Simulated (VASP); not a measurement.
## What goes wrong when Rb (Rubidium) is relaxed with a bad input

Some relaxations of Rb (Rubidium) get a fault in the input on purpose. Which of them show, and how? The starting structure is a measured crystal structure from the Crystallography Open Database. The first relaxation on each setting starts from this cell expanded by 3 % in volume.

Method: Kohn-Sham DFT with plane waves and PAW; PBEsol, in VASP 6.6.1.

## Step 1: The structure

It takes space group Im-3m (No. 229, cubic). Conventional cell: a = 5.607 Å, b = 5.607 Å, c = 5.607 Å, α = 90.00°, β = 90.00°, γ = 90.00°. Nearest to Rb lie 8 Rb at 4.86 Å.

## Step 2: Reference relaxation

This run starts from the cell of an earlier relaxation, which isn't shown; the restart sets up the plane waves anew.

INCAR reads:

```
SYSTEM = Rb
PREC = Accurate
ENCUT = 450
EDIFF = 1E-06
NELM = 100
ISMEAR = 1
SIGMA = 0.15
LREAL = .FALSE.
ALGO = Normal
GGA = PS
NBANDS = 10
LORBIT = 11
LWAVE = .FALSE.
LCHARG = .FALSE.
KPAR = 4
IBRION = 2
NSW = 50
ISIF = 3
EDIFFG = -0.006
```

POSCAR reads:

```
Rb
1.0
   -2.7837113311      2.7837113311      2.7837113311
    2.7837113311     -2.7837113311      2.7837113311
    2.7837113311      2.7837113311     -2.7837113311
Rb
1
Direct
    0.0000000000      0.0000000000      0.0000000000
```

KPOINTS reads:

```
Automatic mesh
0
Gamma
12 12 12
0 0 0
```

The projector-augmented-wave data sets are Rb_sv (PBE family, release 64).

Started as:

```sh
$ mpirun -np 4 vasp_std
```

The log of the run:

```text
[banner, memory and clock lines left out]
running    4 mpi-ranks, on    1 nodes
 distrk:  each k-point on    1 cores,    4 groups
 distr:  one band on    1 cores,    1 groups

 POSCAR found type information on POSCAR Rb
 POSCAR found :  1 types and       1 ions
|                                                                             |
|               ----> ADVICE to this user running VASP <----                  |
|                                                                             |
|     You enforced a specific xc type in the INCAR file but a different       |
|     [... a line on the potential file left out ...]
|     I HOPE YOU KNOW WHAT YOU ARE DOING!                                     |
|                                                                             |

 LDA part: xc-table for (Slater+PW92), standard interpolation
 POSCAR, INCAR and KPOINTS ok, starting setup
 FFT: planning ... GRIDC
 FFT: planning ... GRID_SOFT
 FFT: planning ... GRID
 WAVECAR not read
 entering main loop
       N       E                     dE             d eps       ncg     rms          rms(c)
DAV:   1     0.386567095299E+02    0.38657E+02   -0.30947E+03  1440   0.592E+02
DAV:   2     0.131528593622E+01   -0.37341E+02   -0.36814E+02  1590   0.120E+02
DAV:   3    -0.924531574649E+00   -0.22398E+01   -0.22349E+01  1976   0.293E+01
DAV:   4    -0.102139466217E+01   -0.96863E-01   -0.96626E-01  1936   0.512E+00
DAV:   5    -0.102383160607E+01   -0.24369E-02   -0.24347E-02  1998   0.663E-01    0.118E+00
DAV:   6    -0.102327592590E+01    0.55568E-03   -0.25000E-03  2012   0.279E-01    0.716E-01
DAV:   7    -0.102346751346E+01   -0.19159E-03   -0.38695E-03  2056   0.347E-01    0.566E-02
DAV:   8    -0.102354121549E+01   -0.73702E-04   -0.13471E-04  1636   0.100E-01    0.165E-02
DAV:   9    -0.102354968596E+01   -0.84705E-05   -0.11816E-05  2088   0.240E-02    0.594E-03
DAV:  10    -0.102354934335E+01    0.34261E-06   -0.32379E-06  1660   0.103E-02
   1 F= -.10235493E+01 E0= -.10231746E+01  d E =-.102355E+01
 curvature:   0.00 expect dE= 0.000E+00 dE for cont linesearch  0.000E+00
 trial: gam= 0.00000 g(F)=  0.235E-63 g(S)=  0.410E-07 ort = 0.000E+00 (trialstep = 0.100E+01)
 search vector abs. value=  0.411E-07
 reached required accuracy - stopping structural energy minimisation
```

Wall time 21 s (4 MPI ranks of AMD EPYC 7R43, shared host); peak memory 0.77 GiB; 81 s of CPU time.

Lines that name or quote the potential files are left out of all logs, and their timing lines are given in words.

From OUTCAR (step 2):

```text
ion  position               nearest neighbor table
   1  0.000  0.000  0.000-

  LATTYP: Found a body centered cubic cell.
 ALAT       =     5.5674226622

 Subroutine GETGRP returns: Found 48 space group operations
 (whereof 48 operations were pure point group operations)

The static configuration has the point symmetry O_h .

 Found     72 irreducible k-points:

   k-points           NKPTS =     72   k-points in BZ     NKDIM =     72   number of bands    NBANDS=     10

   dimension x,y,z NGX =    36 NGY =   36 NGZ =   36
   dimension x,y,z NGXF=    72 NGYF=   72 NGZF=   72

   ENCUT  =  450.0 eV  33.07 Ry    5.75 a.u.   8.34  8.34  8.34*2*pi/ulx,y,z

   NELECT =       9.0000    total number of electrons

 k-points in reciprocal lattice and weights: Automatic mesh
   0.00000000  0.00000000  0.00000000       0.001
   0.08333333  0.00000000  0.00000000       0.007
   0.16666667  0.00000000  0.00000000       0.007
   0.25000000  0.00000000  0.00000000       0.007
   0.33333333  0.00000000  0.00000000       0.007
   0.41666667  0.00000000  0.00000000       0.007
   0.50000000  0.00000000  0.00000000       0.003
   0.08333333  0.08333333  0.00000000       0.014
   0.16666667  0.08333333  0.00000000       0.028
[...]
0.50000000  0.50000000  0.41666667       0.007
   0.50000000  0.50000000  0.50000000       0.001

 average (electrostatic) potential at core
       1 -40.9269

 E-fermi :   0.0559

 k-point     1 :       0.0000    0.0000    0.0000
  band No.  band energies     occupation
      1     -28.7638      2.00000
      2     -12.8049      2.00000
      3     -12.8049      2.00000
      4     -12.8049      2.00000
      5      -1.9820      2.00000
      6       3.7938      0.00000
      7       3.7938      0.00000
      8       3.7938      0.00000
      9       4.7781      0.00000
     10       4.7781      0.00000

 k-point     2 :       0.0833    0.0000    0.0000
  band No.  band energies     occupation
      1     -28.7634      2.00000
      2     -12.8129      2.00000
      3     -12.8075      2.00000
      4     -12.8049      2.00000
      5      -1.8957      2.00000
      6       3.6657      0.00000
      7       3.6728      0.00000
      8       3.8746      0.00000
      9       4.5906      0.00000
     10       4.7443      0.00000

 k-point     3 :       0.1667    0.0000    0.0000
  band No.  band energies     occupation
      1     -28.7624      2.00000
      2     -12.8346      2.00000
      3     -12.8146      2.00000
      4     -12.8049      2.00000
      5      -1.6427      2.00000
      6       3.1935      0.00000
      7       3.3988      0.00000
      8       4.1142      0.00000
      9       4.5032      0.00000
     10       4.6911      0.00000

  Total       -0.0005320     -0.0005320     -0.0005320      0.0000000     -0.0000000      0.0000000
  in kB       -0.0098782     -0.0098782     -0.0098782      0.0000000     -0.0000000      0.0000000
  external PRESSURE =      -0.0098782 kB  Pullay stress =       0.0000000 kB

  energy-cutoff  :      450.00
  volume of cell :       86.28
      direct lattice vectors                 reciprocal lattice vectors
    -2.783711331  2.783711331  2.783711331     0.000000000  0.179616325  0.179616325
     2.783711331 -2.783711331  2.783711331     0.179616325  0.000000000  0.179616325
     2.783711331  2.783711331 -2.783711331     0.179616325  0.179616325  0.000000000

 POSITION                                       TOTAL-FORCE (eV/Angst)
 -----------------------------------------------------------------------------------
      0.00000      0.00000      0.00000         0.000000     -0.000000      0.000000
 -----------------------------------------------------------------------------------
    total drift:                               -0.000000     -0.000000      0.000000

  FREE ENERGIE OF THE ION-ELECTRON SYSTEM (eV)
  ---------------------------------------------------
  free  energy   TOTEN  =        -1.0235493434 eV

  energy  without entropy=       -1.0224252242  energy(sigma->0) =       -1.02317464

 reached required accuracy - stopping structural energy minimisation

 total charge
# of ion       s       p       d       tot
------------------------------------------
    1        1.963   5.325   0.006   7.293

[... 3 further parts left out ...]
```

This run has no spin polarisation. Its electron count is odd, so without a moment it is a metal by construction. The PAW data sets were made with PBE, which is usual practice but a small mismatch for other functionals. The run keeps the 48 symmetry operations of its start, so it cannot find a distortion of lower symmetry.

The reference relaxation ends at 86.284 Å³ an atom. Pressures at 0.985 and 1.015 times this volume, from two more relaxations that aren't shown, give a bulk modulus of 3.0 GPa.

## Step 3: Relaxation with a cutoff far too low

A slip made on purpose: a cutoff far too low. Against step 2 the input has PREC = Normal and ENCUT = 120 (also changed: NELM).

INCAR, as its differences from that of step 2:

```diff
@@ -1,6 +1,6 @@
 SYSTEM = Rb
-PREC = Accurate
-ENCUT = 450
+PREC = Normal
+ENCUT = 120
 EDIFF = 1E-06
-NELM = 100
+NELM = 60
 ISMEAR = 1
```

POSCAR reads:

```
Rb
1.0
   -2.8312592311      2.8312592311      2.8312592311
    2.8312592311     -2.8312592311      2.8312592311
    2.8312592311      2.8312592311     -2.8312592311
Rb
1
Direct
    0.0000000000      0.0000000000      0.0000000000
```

KPOINTS is that of step 2.

Started as:

```sh
$ mpirun -np 4 vasp_std
```

The log of the run:

```text
[banner, memory and clock lines left out]
running    4 mpi-ranks, on    1 nodes
[...]
[... a notice as in an earlier step ...]

 LDA part: xc-table for (Slater+PW92), standard interpolation
 POSCAR, INCAR and KPOINTS ok, starting setup
[...]
entering main loop
       N       E                     dE             d eps       ncg     rms          rms(c)
DAV:   1     0.629959276976E+01    0.62996E+01   -0.18164E+03  1986   0.219E+02
DAV:   2    -0.972870811957E+00   -0.72725E+01   -0.72392E+01  1654   0.556E+01
DAV:   3    -0.107548743590E+01   -0.10262E+00   -0.10249E+00  1922   0.519E+00
DAV:   4    -0.107683650612E+01   -0.13491E-02   -0.13490E-02  1752   0.562E-01
[...]
DAV:  10    -0.103766632925E+01   -0.13123E-04   -0.28127E-05  1538   0.293E-02    0.716E-03
DAV:  11    -0.103766751551E+01   -0.11863E-05   -0.70415E-07  1050   0.523E-03    0.345E-03
DAV:  12    -0.103766837969E+01   -0.86418E-06   -0.12551E-07   810   0.197E-03
   1 F= -.10376684E+01 E0= -.10373284E+01  d E =-.103767E+01
[... from here on, the cycles between the ionic steps are left out ...]
   2 F= -.10796756E+01 E0= -.10786205E+01  d E =-.420072E-01
   3 F= -.21068327E+01 E0= -.21059437E+01  d E =-.106916E+01
   4 F= -.21080344E+01 E0= -.21070275E+01  d E =-.107037E+01
   5 F= -.21092527E+01 E0= -.21082889E+01  d E =-.107158E+01
   6 F= -.21089846E+01 E0= -.21080466E+01  d E =-.107132E+01
   7 F= -.21089910E+01 E0= -.21080527E+01  d E =-.642721E-05
   8 F= -.21090088E+01 E0= -.21080697E+01  d E =-.241635E-04
   9 F= -.21090091E+01 E0= -.21080700E+01  d E =-.322351E-06
  10 F= -.21090095E+01 E0= -.21080704E+01  d E =-.767796E-06
  11 F= -.21090102E+01 E0= -.21080710E+01  d E =-.143340E-05
  12 F= -.21090115E+01 E0= -.21080723E+01  d E =-.275524E-05
  13 F= -.21090141E+01 E0= -.21080748E+01  d E =-.539287E-05
  14 F= -.21090194E+01 E0= -.21080798E+01  d E =-.106192E-04
  15 F= -.21090295E+01 E0= -.21080894E+01  d E =-.207118E-04
  16 F= -.21090494E+01 E0= -.21081083E+01  d E =-.405963E-04
  17 F= -.21090861E+01 E0= -.21081431E+01  d E =-.773725E-04
  18 F= -.21091497E+01 E0= -.21082028E+01  d E =-.140945E-03
  19 F= -.21092318E+01 E0= -.21082772E+01  d E =-.223019E-03
  20 F= -.21092208E+01 E0= -.21082513E+01  d E =-.212062E-03
  21 F= -.21092553E+01 E0= -.21082940E+01  d E =-.246552E-03
[...]
reached required accuracy - stopping structural energy minimisation
```

Run time: 22 s. Hardware: 4 MPI ranks; peak memory 0.34 GiB; 76 s of CPU time.

From OUTCAR (step 3):

```text
  Total       -0.0006098     -0.0006098     -0.0006098      0.0000000     -0.0000000      0.0000000
  in kB       -0.0163987     -0.0163987     -0.0163987      0.0000000     -0.0000000      0.0000000
  external PRESSURE =      -0.0163987 kB  Pullay stress =       0.0000000 kB

 POSITION                                       TOTAL-FORCE (eV/Angst)
 -----------------------------------------------------------------------------------
      0.00000      0.00000     -0.00000        -0.000000     -0.000000      0.000000
 -----------------------------------------------------------------------------------
    total drift:                               -0.000000     -0.000000      0.000000

  FREE ENERGIE OF THE ION-ELECTRON SYSTEM (eV)
  ---------------------------------------------------
  free  energy   TOTEN  =        -2.1092553058 eV

  energy  without entropy=       -2.1063713568  energy(sigma->0) =       -2.10829399

[... 2 parts as in an earlier step ...]

[... 2 further parts left out ...]
[key lines of the parts left out:]
E-fermi :   1.1324
```

Logs of long relaxations may skip ionic steps without a mark.

With a cutoff far too low the cell ends at 59.576 Å³ an atom, -30.95 % from the reference.

## Step 4: Relaxation with a functional's name that the tag doesn't take

A slip made on purpose: a functional's name that the tag doesn't take. Against step 2 the input has GGA = PBESOL (also changed: NELM).

INCAR, as its differences from that of step 3:

```diff
@@ -1,4 +1,4 @@
 SYSTEM = Rb
-PREC = Normal
-ENCUT = 120
+PREC = Accurate
+ENCUT = 450
 EDIFF = 1E-06
@@ -9,3 +9,3 @@
 ALGO = Normal
-GGA = PS
+GGA = PBESOL
 NBANDS = 10
```

POSCAR is that of step 3.

KPOINTS is that of step 3.

Started as:

```sh
$ mpirun -np 4 vasp_std
```

The log of the run:

```text
[banner, memory and clock lines left out]
running    4 mpi-ranks, on    1 nodes
[...]
|                                                                             |
|     EEEEEEE  RRRRRR   RRRRRR   OOOOOOO  RRRRRR      ###     ###     ###     |
|     E        R     R  R     R  O     O  R     R     ###     ###     ###     |
|     E        R     R  R     R  O     O  R     R     ###     ###     ###     |
|     EEEEE    RRRRRR   RRRRRR   O     O  RRRRRR       #       #       #      |
|     E        R   R    R   R    O     O  R   R                               |
|     E        R    R   R    R   O     O  R    R      ###     ###     ###     |
|     EEEEEEE  R     R  R     R  OOOOOOO  R     R     ###     ###     ###     |
|                                                                             |
|     Error: One of the selected functionals does not exist.                  |
|                                                                             |
|       ---->  I REFUSE TO CONTINUE WITH THIS SICK JOB ... BYE!!! <----       |
|                                                                             |

1
1
1
1
```

It took 5 s on 4 MPI ranks.

VASP stopped with this message: “Error: One of the selected functionals does not exist”.

(Continued in part 2 of 2.)

[Lines on the potential files, build, host, timing and source positions are cut from VASP's logs without a mark.]

[Logs are printed without paths, hosts, clocks, repeated set-up lines and the standing remarks that a program may print on its own settings, such as how far it seeks lower states.]

[Hosts, paths, dates, database ids (printed as entryN), source tags and the programs' standing remarks are cut or masked in the printed files.]
